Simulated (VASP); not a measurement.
An input for Quantum ESPRESSO's pw.x (written as the equivalent of a VASP run, and not itself run):

```
&CONTROL
  calculation = 'scf'
  pseudo_dir = './pseudo'
  outdir = './out'
  tprnfor = .true.
  tstress = .true.
/
&SYSTEM
  ibrav = 0
  nat = 4
  ntyp = 1
  ecutwfc = 110
  occupations = 'tetrahedra'
  input_dft = 'pbe'
  vdw_corr = 'grimme-d3'
  dftd3_version = 3
  dftd3_threebody = .false.
/
&ELECTRONS
  conv_thr = 7.3e-09
  electron_maxstep = 100
/
ATOMIC_SPECIES
  La 138.905 La.upf
CELL_PARAMETERS angstrom
     1.8383925   -3.1841895    0.0000000
     1.8383925    3.1841895    0.0000000
     0.0000000    0.0000000   11.7327340
ATOMIC_POSITIONS crystal
  La   0.0000000  0.0000000  0.5000000
  La   0.0000000  0.0000000  0.0000000
  La   0.3333330  0.6666670  0.2500000
  La   0.6666670  0.3333330  0.7500000
K_POINTS automatic
  11 11 3 0 0 0
```

Q: Translate this input to VASP (INCAR, KPOINTS, POSCAR, choice of POTCAR).

A: This is not unique; one that fits is 
INCAR:
```
! general
SYSTEM   =  La
PREC     =  Accurate
ENCUT    =  520   ! plane-wave cut-off (eV)
LREAL    =  .False.
LASPH    =  .True.   ! aspherical one-centre terms

! electronic loop
EDIFF    =  1E-7
NELM     =  100   ! most electronic steps
ALGO     =  Normal   ! blocked Davidson
LMAXMIX  =  6   ! l cut-off of mixed one-centre charges

! smearing
ISMEAR   =  -5   ! tetrahedra, Bloechl

! functional
GGA      =  PE   ! PBE
IVDW     =  11

! ions
ISIF     =  2

! output
LWAVE    =  .False.
LCHARG   =  .True.
LORBIT   =  11
NEDOS    =  601   ! DOS grid

! other
LEFG     =  .True.
```

File POSCAR:
```
La
3.6767850
  0.5000000134  -0.8660254842   0.0000000000
  0.5000000134   0.8660254842   0.0000000000
  0.0000000000   0.0000000000   3.1910307553
La
4
Cartesian
  0.0000000000   0.0000000000   1.5955153776
  0.0000000000   0.0000000000   0.0000000000
  0.5000000134   0.2886757388   0.7977576888
  0.5000000134  -0.2886757388   2.3932730665
```

**KPOINTS**
```
Automatic
0
G
11 11 3
0 0 0
```

POTCAR, in this order: La (PBE.64 set). Program: vasp_std.

The two are equivalent in intent, not identical: the potentials are each code's own (VASP's PAW set, PseudoDojo norm-conserving files in pw.x), so ENCUT and ecutwfc are chosen apart and not converted; conv_thr bounds pw.x's estimated SCF error, while EDIFF bounds the energy change between steps; the field gradients of LEFG aren't asked of the other code.

The compound is La in the dhcp structure. It was relaxed first, which changed the volume by -8 %.
